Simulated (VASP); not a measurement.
# CuF: single point with PBEsol

Crystal: CuF.

```
Cu F
1.0
     2.72977    0.00000    0.00000
     0.00000    2.72977    0.00000
     0.00000    0.00000    2.72977
Cu F
1 1
Direct
  0.00000 0.00000 0.00000
  0.50000 0.50000 0.50000
```

The cell was built by a generator and needn't be a form met in nature.

| Quantity | Value |
| --- | --- |
| Program | VASP 6.6.1 |
| Task | single point |
| Functional | PBEsol |
| Potentials or basis | VASP PAW PBE potentials, release 64 (Cu, F) |
| Cutoff | 520 eV |
| k mesh | 8 × 8 × 8 |
| Occupations | fermi-dirac, width 0.02 eV |
| Spin | no spin polarisation |
| Dipole correction | no |
| Further INCAR settings | ALGO = Normal; EDIFF = 1e-07; NBANDS = 16 |

- Pressure: -0.1 GPa
- Band gap on the k mesh: none (metal or under the smearing width)

Levels at points of the mesh, in eV from the Fermi level:
| k point | band 6 | band 7 | band 8 | band 9 | band 10 | band 11 | band 12 | band 13 |
| --- | --- | --- | --- | --- | --- | --- | --- | --- |
| (0.00, 0.00, 0.00) | -1.97 | -1.97 | -0.36 | -0.36 | -0.36 | 15.23 | 15.23 | 17.08 |
| (0.50, 0.00, 0.00) | -0.44 | -0.31 | -0.16 | -0.16 | 4.09 | 4.90 | 16.71 | 16.71 |
| (0.50, 0.50, 0.00) | -1.28 | -0.77 | -0.77 | -0.02 | 4.95 | 8.56 | 8.56 | 14.87 |
| (0.50, 0.50, 0.50) | -0.02 | -0.02 | 0.01 | 0.01 | 6.76 | 6.76 | 6.76 | 11.62 |

Run time: 12 s on 1 thread of Intel(R) Xeon(R) Platinum 8488C (Sapphire Rapids), with other jobs on the host, peak memory 0.12 GiB.

Caveat: the PAW data sets were made with another functional, which shifts forces and pressure a little; the run has no spin polarisation, though such a crystal can be magnetic; semilocal functionals often make such compounds metallic where correlation or magnetic order opens a gap, which also shifts bond lengths. With open d or f shells a metallic result of PBEsol can be an artefact of self-interaction; +U or a hybrid may open a gap.
